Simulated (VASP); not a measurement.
TiO₂ (rutile) relaxed at rising pressure, in one space group throughout; other phases were not tried. The pressures are those reached. Level of theory: r2SCAN meta-GGA, VASP's PBE PAW potentials (set 64) (plane waves; VASP).

```tsv
P (GPa)	V (Å³/atom)	k-mesh
-0.24	10.450	5×5×8
5.00	10.227	5×5×8
10.01	10.036	5×5×8
20.05	9.705	5×5×8
30.00	9.428	5×5×8
```

### Question
Fit an equation of state and predict the volume at 44.93 GPa.

### Answer
Least squares on the third-order Birch-Murnaghan form, P = (3B0/2)(y⁷ − y⁵)[1 + (3/4)(B′ − 4)(y² − 1)] with y = (V0/V)^(1/3), gives V0 = 10.439 Å³/atom, B0 = 232 GPa and B′ = 4.7, and so 9.079 Å³/atom. The run gave 9.076 Å³/atom, -0.0 % from the fit.

Pressures at which the relaxation failed are left out.

The compound is TiO2 in the rutile structure.
